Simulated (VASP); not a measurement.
Input of a VASP 6.6.1 run:

POSCAR

```
Si                                      
1.0
    3.8492788677      0.0000000000      0.0000000000
    0.0000000000      5.4437023800      0.0000000000
    0.0000000000      0.0000000000      3.9012442447
  Si            
     4
Direct
     1.0000000000000000    0.0000000000000000    0.0000000000000000
     0.5000000000000000    0.5000000000000000    0.5000000000000000
     0.0000000000000000    0.2500000000000000    0.5000000000000000
     0.5000000000000000    0.7500000000000000    0.0000000000000000
```

The input INCAR.step1:

```
SYSTEM = Si
ALGO     = Normal         ! electronic algorithm
EDIFF    = 1E-5           ! SCF threshold, eV
ENCUT    = 520            ! plane-wave cutoff, eV
GGA      = PE             ! functional
ISIF     = 2              ! what is computed and relaxed
ISMEAR   = 0              ! smearing method
KPAR     = 4            
LASPH    = .TRUE.         ! aspherical terms in the spheres
LCHARG   = .FALSE.        ! write CHGCAR
LREAL    = .FALSE.        ! projectors in reciprocal space
LWAVE    = .TRUE.         ! write WAVECAR
NBANDS   = 16             ! bands
NELM     = 100            ! most SCF steps
PREC     = Accurate       ! precision mode
SIGMA    = 0.02           ! smearing width, eV
```

Contents of INCAR.step2:

```
SYSTEM = Si
ALGO     = Normal         ! electronic algorithm
EDIFF    = 1E-6           ! SCF threshold, eV
ENCUT    = 520            ! plane-wave cutoff, eV
GGA      = PE             ! functional
HFSCREEN = 0.2            ! screening, 1/A
ISIF     = 2              ! what is computed and relaxed
ISMEAR   = 0              ! smearing method
ISTART   = 1            
KPAR     = 4            
LASPH    = .TRUE.         ! aspherical terms in the spheres
LCHARG   = .FALSE.        ! write CHGCAR
LHFCALC  = .TRUE.         ! exact exchange
LREAL    = .FALSE.        ! projectors in reciprocal space
LWAVE    = .FALSE.        ! write WAVECAR
NBANDS   = 16             ! bands
NELM     = 100            ! most SCF steps
PREC     = Accurate       ! precision mode
PRECFOCK = Fast         
SIGMA    = 0.02           ! smearing width, eV
```

KPOINTS

```
k-points
0
G
  5 4 5
  0 0 0
```

File KPOINTS_OPT:

```
path GXMGZRAZ,XR,MA
10
line-mode
reciprocal
 0.0000000000  0.0000000000  0.0000000000  G
 0.0000000000  0.0000000000 -0.5000000000  X

 0.0000000000  0.0000000000 -0.5000000000  X
-0.5000000000  0.0000000000 -0.5000000000  M

-0.5000000000  0.0000000000 -0.5000000000  M
 0.0000000000  0.0000000000  0.0000000000  G

 0.0000000000  0.0000000000  0.0000000000  G
 0.0000000000 -0.5000000000  0.0000000000  Z

 0.0000000000 -0.5000000000  0.0000000000  Z
 0.0000000000 -0.5000000000 -0.5000000000  R

 0.0000000000 -0.5000000000 -0.5000000000  R
-0.5000000000 -0.5000000000 -0.5000000000  A

-0.5000000000 -0.5000000000 -0.5000000000  A
 0.0000000000 -0.5000000000  0.0000000000  Z

 0.0000000000  0.0000000000 -0.5000000000  X
 0.0000000000 -0.5000000000 -0.5000000000  R

-0.5000000000  0.0000000000 -0.5000000000  M
-0.5000000000 -0.5000000000 -0.5000000000  A
```

Potentials or basis: VASP PAW PBE potentials, release 64 (Si).

The run is started by

```sh
$ cat potpaw_PBE.64/Si/POTCAR > POTCAR
$ cp INCAR.step1 INCAR
$ mpirun -np 4 vasp_std > vasp.out
$ cp INCAR.step2 INCAR
$ mpirun -np 4 vasp_std > vasp.out
```

**Question.** Estimate the largest force.

**Answer.** 0.123 eV/Å.

**Question.** What does it give for the band gap on the k mesh?

**Answer.** 1.16 eV.

**Question.** Estimate the pressure.

**Answer.** -1.8 GPa.

Levels at the corners of the path, in eV from the valence-band top:
| point | band 6 | band 7 | band 8 | band 9 | band 10 | band 11 |
| --- | --- | --- | --- | --- | --- | --- |
| Γ | -0.07 | -0.05 | 0.00 | 1.20 | 1.36 | 3.19 |
| X | -4.02 | -1.47 | -1.47 | 3.16 | 3.16 | 5.76 |
| X | -4.02 | -1.47 | -1.47 | 3.16 | 3.16 | 5.76 |
| M | -3.09 | -3.09 | -3.09 | 1.32 | 1.32 | 1.32 |
| M | -3.09 | -3.09 | -3.09 | 1.32 | 1.32 | 1.32 |
| Γ | -0.07 | -0.05 | 0.00 | 1.20 | 1.36 | 3.19 |
| Γ | -0.07 | -0.05 | 0.00 | 1.20 | 1.36 | 3.19 |
| Z | -2.14 | -2.02 | -2.02 | 1.71 | 1.71 | 3.88 |
| Z | -2.14 | -2.02 | -2.02 | 1.71 | 1.71 | 3.88 |
| R | -1.34 | -1.25 | -1.25 | 2.21 | 2.21 | 4.12 |
| R | -1.34 | -1.25 | -1.25 | 2.21 | 2.21 | 4.12 |
| A | -4.14 | -4.14 | -4.14 | 5.08 | 5.08 | 5.08 |
| A | -4.14 | -4.14 | -4.14 | 5.08 | 5.08 | 5.08 |
| Z | -2.14 | -2.02 | -2.02 | 1.71 | 1.71 | 3.88 |
| X | -4.02 | -1.47 | -1.47 | 3.16 | 3.16 | 5.76 |
| R | -1.34 | -1.25 | -1.25 | 2.21 | 2.21 | 4.12 |
| M | -3.09 | -3.09 | -3.09 | 1.32 | 1.32 | 1.32 |
| A | -4.14 | -4.14 | -4.14 | 5.08 | 5.08 | 5.08 |

Caveat: the PAW data sets were made with another functional, which shifts forces and pressure a little.
